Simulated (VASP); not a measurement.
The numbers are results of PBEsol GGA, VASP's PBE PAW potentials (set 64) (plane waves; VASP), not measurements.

Input for VASP

POSCAR:
```
Ge2Si6
1.0
  0.0000000000   2.7484303519   2.7484303519
  2.7484303519   0.0000000000   2.7484303519
 10.9586496894  10.9586496894   0.0350717183
Si Ge
6 2
Cart
  2.7848155388   2.7848155388   5.4604755172
  1.3891108151   1.3891108151   1.3593195368
  5.4963647708   5.4963647708   5.4973566376
  4.1034136193   4.1034136193   1.3934470837
  5.4622372232   5.4622372232   0.0346234807
  6.8149628514   6.8149628514   1.4303282041
  8.1961034885   8.1961034885   0.0491875676
  9.6138942392   9.6138942392   1.3798271682
```

INCAR:
```
LCHARG  =  .False.
ISMEAR  =  0
ENCUT  =  400
GGA  =  PS   ! PBEsol
ISIF  =  3   ! ions, shape and volume
ALGO  =  Normal
PREC  =  Accurate
NELM  =  100
EDIFF  =  1E-6   ! SCF stop (eV)
SYSTEM  =  Ge2Si6
NSW  =  60
LASPH  =  .True.   ! aspherical one-centre terms
LMAXMIX  =  4   ! l cut-off of mixed one-centre charges
LWAVE  =  .False.
EDIFFG  =  -0.02   ! ionic stop
LREAL  =  .False.   ! projection in real space or not
IBRION  =  2
SIGMA  =  0.05   ! width (eV)
```

**KPOINTS**
```
K-points
0
Gamma
6 6 2
0 0 0
```

POTCAR, in this order: Si Ge_d (PBE.64 set). Program: vasp_std.

### Question
What does the run give for the energy per atom (σ→0), band gap (on the k-mesh)?

### Answer

energy per atom (σ→0): -5.526 eV/atom
band gap (on the k-mesh): 0.37 eV

File OSZICAR:
```
...
DAV:   6    -0.444710238603E+02    0.55992E+00   -0.29053E-01  1639   0.290E+00    0.543E+00
DAV:   7    -0.442059923550E+02    0.26503E+00   -0.55145E-01  1511   0.353E+00    0.356E-01
DAV:   8    -0.442088421995E+02   -0.28498E-02   -0.37330E-02  1745   0.180E+00    0.164E-01
DAV:   9    -0.442093907910E+02   -0.54859E-03   -0.20534E-03  1626   0.294E-01    0.105E-01
DAV:  10    -0.442095348283E+02   -0.14404E-03   -0.21462E-04  1718   0.974E-02    0.492E-02
DAV:  11    -0.442095729570E+02   -0.38129E-04   -0.87869E-05  1581   0.514E-02    0.140E-02
DAV:  12    -0.442095720208E+02    0.93614E-06   -0.68485E-06  1546   0.293E-02
   1 F= -.44209572E+02 E0= -.44209572E+02  d E =-.442096E+02
```

The structure was generated: Ge2Si6 was put into an ordered model structure (R-3m), which need not be its known phase. It was relaxed first. The start is the result of an earlier pass.
